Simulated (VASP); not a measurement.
Output of a VASP run:

OUTCAR:
```
 ion  position               nearest neighbor table
   1  0.000  0.000  0.356-   2 2.89   2 2.89   2 2.89
   2  0.667  0.333  0.452-   1 2.89   1 2.89   1 2.89   3 2.91   3 2.91   3 2.91
   3  0.333  0.667  0.548-   4 2.89   4 2.89   4 2.89   2 2.91   2 2.91   2 2.91
   4  0.000  0.000  0.644-   3 2.89   3 2.89   3 2.89
  LATTYP: Found a hexagonal cell.
 ALAT       =     2.9039116351
 C/A-ratio  =     8.4525877166
 Subroutine PRICEL returns:
 Original cell was already a primitive cell.
 Subroutine GETGRP returns: Found 12 space group operations
The static configuration has the point symmetry D_3d.
The dynamic configuration has the point symmetry D_3d.
 Subroutine INISYM returns: Found 12 space group operations
 Subroutine IBZKPT returns following result:
 Found     16 irreducible k-points:

 Following reciprocal coordinates:
            Coordinates               Weight
  0.000000  0.000000  0.000000      1.000000
  0.090909 -0.000000  0.000000      6.000000
  0.181818 -0.000000  0.000000      6.000000
  0.272727 -0.000000  0.000000      6.000000
  0.363636  0.000000  0.000000      6.000000
  0.454545 -0.000000  0.000000      6.000000
  0.090909  0.090909  0.000000      6.000000
  0.181818  0.090909  0.000000     12.000000
  0.272727  0.090909  0.000000     12.000000
  0.363636  0.090909  0.000000     12.000000
  0.454545  0.090909  0.000000      6.000000
  0.181818  0.181818  0.000000      6.000000
  0.272727  0.181818  0.000000     12.000000
  0.363636  0.181818  0.000000     12.000000
  0.272727  0.272727  0.000000      6.000000
  0.363636  0.272727  0.000000      6.000000
   k-points           NKPTS =     16   k-points in BZ     NKDIM =     16   number of bands    NBANDS=     26
   number of dos      NEDOS =    301   number of ions     NIONS =      4
   total plane-waves  NPLWV =  23520
   dimension x,y,z NGX =    14 NGY =   14 NGZ =  120
   dimension x,y,z NGXF=    28 NGYF=   28 NGZF=  240
   ions per type =               4
   PREC   = normal    normal or accurate (medium, high low for compatibility)
   ISTART =      1    job   : 0-new  1-cont  2-samecut
   ICHARG =      0    charge: 1-file 2-atom 10-const
   ISPIN  =      1    spin polarized calculation?
   LNONCOLLINEAR =      F non collinear calculations
   LSORBIT =      F    spin-orbit coupling
   INIWAV =      1    electr: 0-lowe 1-rand  2-diag
   ENCUT  =  400.0 eV  29.40 Ry    5.42 a.u.   4.74  4.74 40.03*2*pi/ulx,y,z
   NELM   =    100;   NELMIN=  4; NELMDL=  0     # of ELM steps
   EDIFF  = 0.1E-05   stopping-criterion for ELM
   LREAL  =      F    real-space projection
   NLSPLINE    = F    spline interpolate recip. space projectors
   LMAXMIX     =    4 max onsite mixed and CHGCAR
   VOSKOWN=      0    Vosko Wilk Nusair interpolation
   EDIFFG = 0.1E-04   stopping-criterion for IOM
   NSW    =      0    number of steps for IOM
   NBLOCK =      1;   KBLOCK =      1    inner block; outer block
   IBRION =     -1    ionic relax: 0-MD 1-quasi-New 2-CG
   NFREE  =      0    steps in history (QN), initial steepest desc. (CG)
   ISIF   =      2    stress and relaxation
   ISYM   =      2    0-nonsym 1-usesym 2-fastsym
   TEIN   =    0.0    initial temperature
   TEBEG  =    0.0;   TEEND  =   0.0 temperature during run
   SMASS  =  -3.00    Nose mass-parameter (am)
   PSTRESS=    0.0 pullay stress
   NELECT =      44.0000    total number of electrons
   EFERMI =   0.00;   METHOD = LEGACY
   ISMEAR =     1;   SIGMA  =   0.10  broadening in eV -4-tet -1-fermi 0-gaus
   IALGO  =     38    algorithm
   LDIAG  =      T    sub-space diagonalisation (order eigenvalues)
   IMIX   =      4    mixing-type and parameters
     AMIX     =   0.40;   BMIX     =  1.00
     AMIX_MAG =   1.60;   BMIX_MAG =  1.00
     AMIN     =   0.10
   METAGGA = R2SCAN    functional components
   VOSKOWN =     0    Vosko Wilk Nusair interpolation
   LHFCALC =     F    Hartree Fock is set to
   LHFONE  =     F    Hartree Fock one center treatment
   AEXX    =    0.0000 exact exchange contribution
...
```

### OSZICAR
```
       N       E                     dE             d eps       ncg     rms          rms(c)
DAV:   1    -0.846252605813E+02   -0.84625E+02   -0.38488E-05   856   0.638E-02    0.403E-03
DAV:   2    -0.846252539941E+02    0.65872E-05   -0.12949E-05   816   0.553E-02    0.435E-03
DAV:   3    -0.846252572657E+02   -0.32716E-05   -0.14940E-06   592   0.141E-02    0.274E-03
DAV:   4    -0.846252569657E+02    0.29996E-06   -0.23898E-06   616   0.188E-02
   1 F= -.84625257E+02 E0= -.84624997E+02  d E =-.778907E-03
```

**OUTCAR**
```
------------------------ aborting loop because EDIFF is reached ----------------------------------------
  FORCE on cell =-STRESS in cart. coord.  units (eV):
  Direction    XX          YY          ZZ          XY          YZ          ZX
  --------------------------------------------------------------------------------------
  Total       -1.2537231     -1.2537226     -0.3430739     -0.0000003      0.0000000      0.0000000
  in kB      -11.2057717    -11.2057673     -3.0663933     -0.0000022      0.0000000      0.0000000
  external PRESSURE =      -8.4926441 kB  Pullay stress =       0.0000000 kB
  volume of cell :      179.25
      direct lattice vectors                 reciprocal lattice vectors
     2.903911635  0.000000000  0.000000000     0.344363096  0.198818096  0.000000000
    -1.451955316  2.514860753  0.000000000     0.000000000  0.397636330  0.000000000
     0.000000000  0.000000000 24.545567817     0.000000000  0.000000000  0.040740553
 POSITION                                       TOTAL-FORCE (eV/Angst)
 -----------------------------------------------------------------------------------
      0.00000      0.00000      8.73003         0.000000      0.000000      0.011099
      1.45196      0.83829     11.08632        -0.000000      0.000000      0.026502
     -0.00000      1.67657     13.45925         0.000000     -0.000000     -0.026502
      0.00000      0.00000     15.81554        -0.000000     -0.000000     -0.011099
 -----------------------------------------------------------------------------------
    total drift:                                0.000000      0.000000      0.000000
  FREE ENERGIE OF THE ION-ELECTRON SYSTEM (eV)
  ---------------------------------------------------
  free  energy   TOTEN  =       -84.6252569657 eV

  energy  without entropy=      -84.6244780584  energy(sigma->0) =      -84.62499733

 total charge

# of ion       s       p       d       tot
------------------------------------------
    1        0.451   0.217   9.192   9.860
    2        0.434   0.284   9.187   9.904
    3        0.434   0.284   9.187   9.904
    4        0.451   0.217   9.192   9.860
--------------------------------------------------
tot          1.770   1.002  36.757  39.529
```
(Selected blocks of OUTCAR.)

### POSCAR
```
Ag(111) slab
1
    2.9039116351     0.0000000000     0.0000000000
   -1.4519553155     2.5148607529     0.0000000000
    0.0000000000     0.0000000000    24.5455678169
Ag
4
Direct
  0.0000000000   1.0000000000   0.3556662069
  0.6666670000   0.3333330000   0.4516626567
  0.3333330000   0.6666670000   0.5483373433
  0.0000000000   0.0000000000   0.6443337931
```

Question: Write an INCAR and KPOINTS that could have produced this output.

Answer: One answer among several that fit: the input of the run itself, r2SCAN meta-GGA, plane waves, VASP's PBE PAW potentials (set 64).

KPOINTS:
```
Regular mesh
0
gamma
 11 11 1
0 0 0
```

**INCAR**
```
ENCUT = 400
EDIFF = 1E-6
NELMIN = 4
DIPOL = 0.5 0.5 0.5
METAGGA = R2SCAN
PREC = Normal
LVHAR = .TRUE.
ALGO = Normal
LCHARG = .FALSE.
LMIXTAU = .TRUE.
SYSTEM = Ag(111) slab
SIGMA = 0.1   # width (eV)
LORBIT = 11   # lm-projected
IDIPOL = 3
LMAXMIX = 4   # l cut-off of mixed one-centre charges
ISMEAR = 1   # Methfessel-Paxton
NELM = 100
LREAL = .FALSE.   # projection in real space or not
LDIPOL = .TRUE.
LWAVE = .FALSE.
LASPH = .TRUE.   # aspherical one-centre terms
```

POTCAR, in this order: Ag (PBE.64 set). Program: vasp_std. Read from the step before: WAVECAR.

The cell is a thin slab with vacuum, built from Ag (fcc): (111) face.
